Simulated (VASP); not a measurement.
# Ca4SiSe2 (P6/mmm) in VASP: single point with PBE

Aim: the single point of Ca4SiSe2 with PBE.

All numbers are computed with VASP 6.6.1; they aren't measurements. Logs are shortened: lines on timing, memory, paths and dates and some standing lists are left out, and cuts for length are marked.

## 1. The cell of the first run

Symmetry: P6/mmm, No. 191, hexagonal system. The conventional cell has a = 9.155 Å, b = 9.155 Å, c = 5.616 Å, α = 90.00°, β = 90.00°, γ = 120.00°. Around Ca (site symmetry mmm) lie 2 Se at 2.64 Å. Ca (site symmetry 6/mmm) is surrounded by 2 Si at 2.81 Å. Around Si (site symmetry 6/mmm) lie 2 Ca at 2.81 Å. Around Se (site symmetry -6m2) lie 3 Ca at 2.64 Å.

The cell was built by a generator and needn't be a form met in nature.

## 2. Single point, PBE (random cell by space group and Wyckoff sites (P6/mmm, No. 191))

File INCAR:

```
PREC = Accurate ; ENCUT = 520
EDIFF = 1E-6 ; ISMEAR = 0
SIGMA = 0.1 ; LREAL = F
LASPH = T ; NELM = 100
ALGO = Fast ; ISIF = 2
LWAVE = F ; LCHARG = F
GGA = PE ; NBANDS = 37
```

File KPOINTS:

```
Automatic mesh
0
Gamma
  6 6 8
```

File POSCAR:

```
Ca4SiSe2
1.0
    9.1554015218      0.0000000000      0.0000000000
   -4.5777007609      7.9288102997      0.0000000000
    0.0000000000      0.0000000000      5.6158220011
Ca Si Se
4 1 2
Direct
    0.5000000000      0.0000000000      0.0000000000
    0.0000000000      0.5000000000      0.0000000000
    0.5000000000      0.5000000000      0.0000000000
    0.0000000000      0.0000000000      0.5000000000
    0.0000000000      0.0000000000      0.0000000000
    0.3333333333      0.6666666667      0.0000000000
    0.6666666667      0.3333333333      0.0000000000
```

Potentials or basis: VASP PAW PBE potentials, release 64 (Ca_sv, Si, Se).

On the command line:

```
> cat potpaw_PBE.64/Ca_sv/POTCAR potpaw_PBE.64/Si/POTCAR potpaw_PBE.64/Se/POTCAR > POTCAR
> mpirun -np 1 vasp_std > vasp.out
```

OUTCAR:

```text
PREC = Accurate
   ENCUT = 520
   EDIFF = 1E-6
   ISMEAR = 0
   LREAL = F
   LASPH = T
   NELM = 100
   ISIF = 2
   GGA = PE

 ion  position               nearest neighbor table
   1  0.500  0.000  0.000-   6 2.64   7 2.64
   2  0.000  0.500  0.000-   6 2.64   7 2.64
   3  0.500  0.500  0.000-   6 2.64   7 2.64
   4  0.000  0.000  0.500-   5 2.81   5 2.81
   5  0.000  0.000  0.000-   4 2.81   4 2.81
   6  0.333  0.667  0.000-   1 2.64   2 2.64   3 2.64
   7  0.667  0.333  0.000-   1 2.64   2 2.64   3 2.64

  LATTYP: Found a hexagonal cell.
 ALAT       =     9.1554015218
 C/A-ratio  =     0.6133889363

  Lattice vectors:

 A1 = (   9.1554015218,   0.0000000000,   0.0000000000)
 A2 = (  -4.5777007609,   7.9288102997,   0.0000000000)
 A3 = (   0.0000000000,   0.0000000000,   5.6158220011)

Analysis of symmetry for initial positions (statically):
=====================================================================
 Subroutine PRICEL returns:
 Original cell was already a primitive cell.

 Routine SETGRP: Setting up the symmetry group for a
 hexagonal supercell.

 Subroutine GETGRP returns: Found 24 space group operations
 (whereof 24 operations were pure point group operations)
 out of a pool of 24 trial point group operations.

The static configuration has the point symmetry D_6h.

Analysis of symmetry for dynamics (positions and initial velocities):
=====================================================================
 Subroutine PRICEL returns:
 Original cell was already a primitive cell.

 Routine SETGRP: Setting up the symmetry group for a
 hexagonal supercell.

 Subroutine GETGRP returns: Found 24 space group operations
 (whereof 24 operations were pure point group operations)
 out of a pool of 24 trial point group operations.

The dynamic configuration has the point symmetry D_6h.

 Subroutine INISYM returns: Found 24 space group operations
 (whereof 24 operations are pure point group operations),
 and found     1 'primitive' translations

----------------------------------------------------------------------------------------

[... 102 lines left out ...]
   EDIFF  = 0.1E-05   stopping-criterion for ELM
   LREAL  =      F    real-space projection
   EDIFFG = 0.1E-04   stopping-criterion for IOM
   NSW    =      0    number of steps for IOM
   IBRION =     -1    ionic relax: 0-MD 1-quasi-New 2-CG
   NFREE  =      0    steps in history (QN), initial steepest desc. (CG)
   ISIF   =      2    stress and relaxation
   ISYM   =      2    0-nonsym 1-usesym 2-fastsym
   POTIM  = 0.5000    time-step for ionic-motion
   TEBEG  =    0.0;   TEEND  =   0.0 temperature during run
   PSTRESS=    0.0 pullay stress
   NELECT =      56.0000    total number of electrons
   NUPDOWN=      -1.0000    fix difference up-down
   EMIN   =  10.00;   EMAX   =-10.00  energy-range for DOS
   EFERMI =   0.00;   METHOD = LEGACY
   ISMEAR =     0;   SIGMA  =   0.10  broadening in eV -4-tet -1-fermi 0-gaus
   EFERMI_NEDOS =   21; number of points for ismear=-14 and -15
   IALGO  =     68    algorithm
   IMIX   =      4    mixing-type and parameters
     AMIX     =   0.40;   BMIX     =  1.00
     AMIX_MAG =   1.60;   BMIX_MAG =  1.00
  volume/ion in A,a.u.               =      58.24       393.00
  Fermi-wavevector in a.u.,A,eV,Ry     =   0.844704  1.596259  9.708097  0.713525
  Thomas-Fermi vector in A             =   1.959775
   LORBIT       =      0    0 simple, 1 ext, 2 COOP (PROOUT), +10 PAW based schemes
   GGA     = PE    functional components
   LHFCALC =     F    Hartree Fock is set to
   AEXX    =    0.0000 exact exchange contribution
   IVDW    =     0    specifies the selected vdW correction
   LEPSILON=     F    determine dielectric tensor
   LRPA    =     F    only Hartree local field effects (RPA)
 non-spin polarized calculation
 RMM-DIIS sequential band-by-band and
 Gauss-broadening in eV      SIGMA  =   0.10
  energy-cutoff  :      520.00
  volume of cell :      407.66
 maximum number of plane-waves:     11016
 NGX is ok and might be reduce to    70
   NGX = 35   NGY = 35   NGZ = 21

 number of electron      55.9999982 magnetization

 Free energy of the ion-electron system (eV)
  ---------------------------------------------------
  ext. energy  EPLUGINS =         0.00000000
  ---------------------------------------------------
  free energy    TOTEN  =       -22.58531329 eV

  energy without entropy =      -22.57472841  energy(sigma->0) =      -22.58002085

 E-fermi :   0.4019     XC(G=0):  -5.9841

 val. band max:        0.3850055795   @ k =   0.5000   0.0000   0.0000
 cond. band min:       0.4867593447   @ k =   0.3333   0.3333   0.0000
 fundamental gap:      0.1017537652
 Fermi energy:         0.4019468091

 k-point     1 :       0.0000    0.0000    0.0000
  band No.  band energies     occupation
      1     -42.0486      2.00000
      2     -42.0471      2.00000
      3     -42.0471      2.00000
      4     -41.5604      2.00000
      5     -23.1743      2.00000
      6     -23.1718      2.00000
[... 949 lines left out ...]
     36       2.4378      0.00000
     37       2.6226      0.00000

 [... further k-points ...]

------------------------ aborting loop because EDIFF is reached ----------------------------------------

  FORCE on cell =-STRESS in cart. coord.  units (eV):
  Direction    XX          YY          ZZ          XY          YZ          ZX
  --------------------------------------------------------------------------------------
  -------------------------------------------------------------------------------------
  Total        0.1758196      0.1758196      0.0261915      0.0000000     -0.0000000      0.0000000
  in kB        0.6910016      0.6910016      0.1029372      0.0000000     -0.0000000      0.0000000
  external PRESSURE =       0.4949801 kB  Pullay stress =       0.0000000 kB

 VOLUME and BASIS-vectors are now :
 -----------------------------------------------------------------------------
  energy-cutoff  :      520.00
  volume of cell :      407.66
      direct lattice vectors                 reciprocal lattice vectors
     9.155401522  0.000000000  0.000000000     0.109225139  0.063061163  0.000000000
    -4.577700761  7.928810300  0.000000000     0.000000000  0.126122326  0.000000000
     0.000000000  0.000000000  5.615822001     0.000000000  0.000000000  0.178068322

 POSITION                                       TOTAL-FORCE (eV/Angst)
 -----------------------------------------------------------------------------------
      4.57770      0.00000      0.00000        -0.000000     -0.000000      0.000000
     -2.28885      3.96441      0.00000        -0.000000     -0.000000      0.000000
      2.28885      3.96441      0.00000        -0.000000     -0.000000      0.000000
      0.00000      0.00000      2.80791        -0.000000     -0.000000      0.000000
      0.00000      0.00000      0.00000        -0.000000     -0.000000      0.000000
     -0.00000      5.28587      0.00000        -0.000000      0.000000     -0.000000
      4.57770      2.64294      0.00000         0.000000     -0.000000      0.000000
 -----------------------------------------------------------------------------------
    total drift:                                0.000000     -0.000000     -0.000000

  FREE ENERGIE OF THE ION-ELECTRON SYSTEM (eV)
  ---------------------------------------------------
  free  energy   TOTEN  =       -22.5853132863 eV

  energy  without entropy=      -22.5747284100  energy(sigma->0) =      -22.58002085
```

OSZICAR:

```text
N       E                     dE             d eps       ncg     rms          rms(c)
DAV:   1     0.465827873152E+03    0.46583E+03   -0.24736E+04  2966   0.123E+03
DAV:   2     0.134497004696E+02   -0.45238E+03   -0.44212E+03  3143   0.340E+02
DAV:   3    -0.235143503217E+02   -0.36964E+02   -0.36824E+02  3629   0.737E+01
[... 27 lines left out ...]
RMM:  31    -0.225853094565E+02   -0.12877E-05   -0.14359E-05  1769   0.406E-03    0.887E-04
RMM:  32    -0.225853106138E+02   -0.11573E-05   -0.13027E-05  1765   0.389E-03    0.951E-04
RMM:  33    -0.225853115946E+02   -0.98082E-06   -0.11199E-05  1669   0.367E-03    0.108E-03
RMM:  34    -0.225853124887E+02   -0.89401E-06   -0.10390E-05  1654   0.358E-03    0.121E-03
RMM:  35    -0.225853132863E+02   -0.79765E-06   -0.91910E-06  1566   0.345E-03
   1 F= -.22585313E+02 E0= -.22580021E+02  d E =-.105849E-01
```

stdout:

```text
POSCAR found type information on POSCAR CaSiSe
 POSCAR found :  3 types and       7 ions
 scaLAPACK will be used
 LDA part: xc-table for (Slater+PW92), standard interpolation
 POSCAR, INCAR and KPOINTS ok, starting setup
 FFT: planning ... GRIDC
 FFT: planning ... GRID_SOFT
 FFT: planning ... GRID
 WAVECAR not read
 entering main loop
WARNING in EDDRMM: call to ZHEGV failed, returncode =   8  4     23
WARNING in EDDRMM: call to ZHEGV failed, returncode =   6  3     26
WARNING in EDDRMM: call to ZHEGV failed, returncode =   6  3     26
WARNING in EDDRMM: call to ZHEGV failed, returncode =   6  3     26
WARNING in EDDRMM: call to ZHEGV failed, returncode =   6  3     22
WARNING in EDDRMM: call to ZHEGV failed, returncode =   6  3     21
WARNING in EDDRMM: call to ZHEGV failed, returncode =   6  3     17
WARNING in EDDRMM: call to ZHEGV failed, returncode =   6  3     17
WARNING in EDDRMM: call to ZHEGV failed, returncode =   6  3     26
WARNING in EDDRMM: call to ZHEGV failed, returncode =   6  3     23
WARNING in EDDRMM: call to ZHEGV failed, returncode =   6  3     18
WARNING in EDDRMM: call to ZHEGV failed, returncode =   8  4     32
WARNING in EDDRMM: call to ZHEGV failed, returncode =   8  4     19
WARNING in EDDRMM: call to ZHEGV failed, returncode =   6  3     17
WARNING in EDDRMM: call to ZHEGV failed, returncode =   8  4     19
WARNING in EDDRMM: call to ZHEGV failed, returncode =   8  4     17
WARNING in EDDRMM: call to ZHEGV failed, returncode =   6  3     17
```

Run time: 18 min. Hardware: 1 thread of AMD EPYC 9R45 (Zen 5), shared host; peak memory 0.75 GiB.

What came out:

* Free energy: -22.5853 eV
* Pressure: 0.0 GPa
* Band gap on the k mesh: none (metal or under the smearing width)
